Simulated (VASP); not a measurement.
Energy against volume of MnO₂ (rutile). Calculation: PW91 GGA, VASP's PBE PAW potentials (set 64) (plane waves; VASP). Settings: 520 eV cut-off, 7×7×11 Γ-centred mesh, first-order Methfessel-Paxton smearing of 0.10 eV, potentials Mn_pv O.

Shape and ions are relaxed at each volume.

```tsv
V (Å³/atom)	E (eV/atom)
8.796	-7.95779
9.076	-7.97899
9.357	-7.98602
9.638	-7.98104
```

Q: Fit these four points and predict the energy of the run at 9.918 Å³/atom.

A: A cubic in V^(−2/3), the third-order Birch-Murnaghan form, passes through the four points with V0 = 9.37 Å³/atom and B0 = 226 GPa, and gives -7.9660 eV/atom there. The run gave -7.9660 eV/atom, -0.1 meV/atom from the fit; all five points give B0 = 225 GPa.

The compound is MnO2 in the rutile structure. It was relaxed first.
